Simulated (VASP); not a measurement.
Here is a VASP 6.6.1 calculation.

INCAR

```
PREC = Accurate
ENCUT = 520
EDIFF = 1E-7
ISMEAR = 0
SIGMA = 0.1
LREAL = False
LASPH = True
NELM = 100
ALGO = Fast
ISIF = 2
LWAVE = False
LCHARG = False
GGA = PE
NBANDS = 14
```

The input KPOINTS:

```
regular mesh
0
Gamma
  20 20 20
```

File POSCAR:

```
HfC
1.0
    0.0000000000      2.3250000000      2.3250000000
    2.3250000000      0.0000000000      2.3250000000
    2.3250000000      2.3250000000      0.0000000000
Hf C
1 1
Direct
    0.5000000000      0.5000000000      0.5000000000
    0.0000000000      0.0000000000      0.0000000000
```

Potentials or basis: VASP PAW PBE potentials, release 64 (Hf_pv, C).

Run with:

```sh
$ cat potpaw_PBE.64/Hf_pv/POTCAR potpaw_PBE.64/C/POTCAR > POTCAR
$ mpirun -np 1 vasp_std > vasp.out
```

Problem. Predict the band gap on the k mesh.

Solution. None (metal or under the smearing width).

Problem. Predict the pressure.

Solution. -0.4 GPa.

The run has no spin-orbit coupling, so splittings on Hf are missing.
